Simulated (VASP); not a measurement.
Wanted: the native input for a VASP 6.6.1 run.

```
Task                   : relaxation of the atoms
Functional             : RPBE
Potentials or basis    : VASP PAW PBE potentials, release 64 (Cs_sv, Ba_sv)
Cutoff                 : 520 eV
k mesh                 : 6 × 6 × 6
Occupations            : methfessel-paxton, width 0.2 eV
Spin                   : no spin polarisation
Further INCAR settings : ALGO = Normal; EDIFF = 1e-07; IBRION = 2; EDIFFG = -0.01; NSW = 40
```

The structure of Cs2Ba lies in POSCAR:

```
Cs2Ba
1.0
    0.0000000000      4.1442049100      4.1442049100
    4.1442049100      0.0000000000      4.1442049100
    4.1442049100      4.1442049100      0.0000000000
Cs Ba
2 1
Direct
    0.7500000000      0.7500000000      0.7500000000
    0.2500000000      0.2500000000      0.2500000000
    0.0000000000      0.0000000000      0.0000000000
```

The cell was built by a generator and needn't be a form met in nature.

The input as run:

INCAR

```
SYSTEM = Cs2Ba
  ALGO = Normal
  EDIFF = 1E-7
  EDIFFG = -0.01
  ENCUT = 520
  GGA = RP
  IBRION = 2
  ISIF = 2
  ISMEAR = 1
  LASPH = .TRUE.
  LCHARG = .FALSE.
  LREAL = .FALSE.
  LWAVE = .FALSE.
  NELM = 60
  NSW = 40
  PREC = Accurate
  SIGMA = 0.2
```

KPOINTS

```
k-points
0
G
  6 6 6
  0 0 0
```

Potentials or basis: VASP PAW PBE potentials, release 64 (Cs_sv, Ba_sv).

Launch:

```console
$ cat potpaw_PBE.64/Cs_sv/POTCAR potpaw_PBE.64/Ba_sv/POTCAR > POTCAR
$ mpirun -np 1 vasp_std > vasp.out
```

Results of the run:

```
Pressure after relaxing : 5.3 GPa
Band gap on the k mesh  : none (metal or under the smearing width)
```

Caveat: the relaxation stopped at its first step, so nothing moved; the PAW data sets were made with another functional, which shifts forces and pressure a little.

It took 2.5 min on 1 thread of Intel(R) Xeon(R) Platinum 8175M CPU @ 2.50GHz (Skylake/Cascade Lake) (shared host), peak memory 0.32 GiB.
